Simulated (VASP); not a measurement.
These are r2SCAN meta-GGA, VASP's PBE PAW potentials (set 64) (plane waves; VASP) values and carry that method's errors.

A VASP calculation is set up with these files.

### KPOINTS
```
Automatic mesh
0
Gamma
12 12 12
0 0 0
```

File POSCAR:
```
Ni3Fe
1
    3.5121183792     0.0000000000     0.0000000000
    0.0000000000     3.5121183792     0.0000000000
    0.0000000000     0.0000000000     3.5121183792
Fe Ni
1 3
Direct
  0.0000000000   0.0000000000   0.0000000000
  0.0000000000   0.5000000000   0.5000000000
  0.5000000000   0.0000000000   0.5000000000
  0.5000000000   0.5000000000   0.0000000000
```

INCAR:
```
SYSTEM=Ni3Fe
PREC=Normal; ENCUT=400; LREAL=F
LASPH=T
EDIFF=1E-5; NELM=100; NELMIN=4
ALGO=Normal; LMAXMIX=4; LMIXTAU=T
ISMEAR=1; SIGMA=0.1
METAGGA=R2SCAN
MAGMOM=3.0 3*0.7
ISPIN=2
IBRION=2; NSW=20; ISIF=2
EDIFFG=-0.03
LWAVE=F; LCHARG=F; LORBIT=10
```

POTCAR, in this order: Fe Ni (PBE.64 set). Program: vasp_std.

Output of the run:

OUTCAR:
```
 ion  position               nearest neighbor table
   1  0.000  0.000  0.000-   2 2.48   3 2.48   4 2.48   2 2.48   3 2.48   2 2.48   4 2.48   2 2.48
                             3 2.48   4 2.48   3 2.48   4 2.48
   2  0.000  0.500  0.500-   1 2.48   3 2.48   4 2.48   1 2.48   4 2.48   1 2.48   3 2.48   1 2.48
                             3 2.48   4 2.48   4 2.48   3 2.48
   3  0.500  0.000  0.500-   1 2.48   2 2.48   4 2.48   1 2.48   4 2.48   2 2.48   4 2.48   4 2.48
                             1 2.48   2 2.48   1 2.48   2 2.48
   4  0.500  0.500  0.000-   1 2.48   2 2.48   3 2.48   2 2.48   3 2.48   1 2.48   3 2.48   3 2.48
                             1 2.48   2 2.48   2 2.48   1 2.48
  LATTYP: Found a simple cubic cell.
 ALAT       =     3.5121183792
 Subroutine PRICEL returns:
 Original cell was already a primitive cell.
 Subroutine GETGRP returns: Found 48 space group operations
The static configuration has the point symmetry O_h .
The dynamic configuration has the point symmetry O_h .
The overall configuration has the point symmetry O_h .
 Subroutine INISYM returns: Found 48 space group operations
 Subroutine IBZKPT returns following result:
 Found     84 irreducible k-points:

 Following reciprocal coordinates:
            Coordinates               Weight
  0.000000  0.000000  0.000000      1.000000
  0.083333  0.000000  0.000000      6.000000
  0.166667  0.000000  0.000000      6.000000
  0.250000  0.000000  0.000000      6.000000
  0.333333  0.000000  0.000000      6.000000
  0.416667  0.000000  0.000000      6.000000
  0.500000  0.000000  0.000000      3.000000
  0.083333  0.083333  0.000000     12.000000
  0.166667  0.083333  0.000000     24.000000
  0.250000  0.083333  0.000000     24.000000
  0.333333  0.083333  0.000000     24.000000
  0.416667  0.083333  0.000000     24.000000
  0.500000  0.083333  0.000000     12.000000
  0.166667  0.166667  0.000000     12.000000
  0.250000  0.166667  0.000000     24.000000
  0.333333  0.166667  0.000000     24.000000
  0.416667  0.166667  0.000000     24.000000
  0.500000  0.166667  0.000000     12.000000
  0.250000  0.250000  0.000000     12.000000
  0.333333  0.250000  0.000000     24.000000
  0.416667  0.250000  0.000000     24.000000
  0.500000  0.250000  0.000000     12.000000
  0.333333  0.333333  0.000000     12.000000
  0.416667  0.333333  0.000000     24.000000
  0.500000  0.333333  0.000000     12.000000
  0.416667  0.416667  0.000000     12.000000
  0.500000  0.416667  0.000000     12.000000
  0.500000  0.500000  0.000000      3.000000
  0.083333  0.083333  0.083333      8.000000
  0.166667  0.083333  0.083333     24.000000
  0.250000  0.083333  0.083333     24.000000
  0.333333  0.083333  0.083333     24.000000
  0.416667  0.083333  0.083333     24.000000
  0.500000  0.083333  0.083333     12.000000
  0.166667  0.166667  0.083333     24.000000
  0.250000  0.166667  0.083333     48.000000
  0.333333  0.166667  0.083333     48.000000
  0.416667  0.166667  0.083333     48.000000
  0.500000  0.166667  0.083333     24.000000
  0.250000  0.250000  0.083333     24.000000
   k-points           NKPTS =     84   k-points in BZ     NKDIM =     84   number of bands    NBANDS=     26
   number of dos      NEDOS =    301   number of ions     NIONS =      4
   total plane-waves  NPLWV =   5832
   dimension x,y,z NGX =    18 NGY =   18 NGZ =   18
   dimension x,y,z NGXF=    36 NGYF=   36 NGZF=   36
   ions per type =               1   3
   PREC   = normal    normal or accurate (medium, high low for compatibility)
   ISTART =      0    job   : 0-new  1-cont  2-samecut
   ICHARG =      2    charge: 1-file 2-atom 10-const
   ISPIN  =      2    spin polarized calculation?
   LNONCOLLINEAR =      F non collinear calculations
   LSORBIT =      F    spin-orbit coupling
...
```

**OSZICAR**
```
       N       E                     dE             d eps       ncg     rms          rms(c)
DAV:   1     0.195876227428E+03    0.19588E+03   -0.15066E+04  9072   0.177E+03
DAV:   2    -0.464266563929E+02   -0.24230E+03   -0.23268E+03  8760   0.344E+02
DAV:   3    -0.594595862137E+02   -0.13033E+02   -0.12416E+02  9002   0.111E+02
DAV:   4    -0.596228277628E+02   -0.16324E+00   -0.16293E+00  9452   0.130E+01
DAV:   5    -0.596282635449E+02   -0.54358E-02   -0.54353E-02 12298   0.190E+00    0.225E+01
DAV:   6    -0.535996982120E+02    0.60286E+01   -0.56483E+01  9334   0.133E+02    0.328E+01
DAV:   7    -0.540879189969E+02   -0.48822E+00   -0.23212E+01 10314   0.127E+02    0.251E+01
DAV:   8    -0.503816849386E+02    0.37062E+01   -0.12481E+01 11020   0.608E+01    0.616E+00
DAV:   9    -0.506889252660E+02   -0.30724E+00   -0.10674E+00  9948   0.131E+01    0.341E+00
DAV:  10    -0.506847862771E+02    0.41390E-02   -0.16867E-01 11582   0.889E+00    0.192E+00
DAV:  11    -0.506816939585E+02    0.30923E-02   -0.75123E-02 10912   0.356E+00    0.119E+00
DAV:  12    -0.506837845462E+02   -0.20906E-02   -0.10028E-02 10058   0.146E+00    0.416E-01
DAV:  13    -0.506846876899E+02   -0.90314E-03   -0.14474E-03 12426   0.628E-01    0.131E-01
DAV:  14    -0.506847530179E+02   -0.65328E-04   -0.24804E-04 11216   0.208E-01    0.889E-02
DAV:  15    -0.506847694584E+02   -0.16440E-04   -0.66801E-05 10430   0.117E-01    0.427E-02
DAV:  16    -0.506847791733E+02   -0.97149E-05   -0.37725E-05  7406   0.160E-01
   1 F= -.50684779E+02 E0= -.50684652E+02  d E =-.506848E+02  mag=     5.2595
```

**OUTCAR**
```
------------------------ aborting loop because EDIFF is reached ----------------------------------------
  FORCE on cell =-STRESS in cart. coord.  units (eV):
  Direction    XX          YY          ZZ          XY          YZ          ZX
  --------------------------------------------------------------------------------------
  Total       -0.0879011     -0.0879011     -0.0879011      0.0000000     -0.0000000      0.0000000
  in kB       -3.2508537     -3.2508537     -3.2508537      0.0000000     -0.0000000      0.0000000
  external PRESSURE =      -3.2508537 kB  Pullay stress =       0.0000000 kB
  volume of cell :       43.32
      direct lattice vectors                 reciprocal lattice vectors
     3.512118379  0.000000000  0.000000000     0.284728444  0.000000000  0.000000000
     0.000000000  3.512118379  0.000000000     0.000000000  0.284728444  0.000000000
     0.000000000  0.000000000  3.512118379     0.000000000  0.000000000  0.284728444
 POSITION                                       TOTAL-FORCE (eV/Angst)
 -----------------------------------------------------------------------------------
      0.00000      0.00000      0.00000         0.000000      0.000000      0.000000
      0.00000      1.75606      1.75606         0.000000      0.000000      0.000000
      1.75606      0.00000      1.75606         0.000000      0.000000      0.000000
      1.75606      1.75606      0.00000         0.000000      0.000000      0.000000
 -----------------------------------------------------------------------------------
    total drift:                                0.000000      0.000000      0.000000
  FREE ENERGIE OF THE ION-ELECTRON SYSTEM (eV)
  ---------------------------------------------------
  free  energy   TOTEN  =       -50.6847791733 eV

  energy  without entropy=      -50.6843989535  energy(sigma->0) =      -50.68465243

 total charge

# of ion       s       p       d       tot
------------------------------------------
    1        0.495   0.560   6.054   7.108
    2        0.535   0.566   8.329   9.430
    3        0.535   0.566   8.329   9.430
    4        0.535   0.566   8.329   9.430
--------------------------------------------------
tot          2.100   2.258  31.040  35.398

 magnetization (x)

# of ion       s       p       d       tot
------------------------------------------
    1        0.025  -0.011   3.152   3.166
    2       -0.020  -0.071   0.819   0.729
    3       -0.020  -0.071   0.819   0.729
    4       -0.020  -0.071   0.819   0.729
--------------------------------------------------
tot         -0.035  -0.223   5.610   5.352

 reached required accuracy - stopping structural energy minimisation
```
(Selected blocks of OUTCAR.)

The compound is Ni3Fe in the L1_2 structure. It was relaxed first.
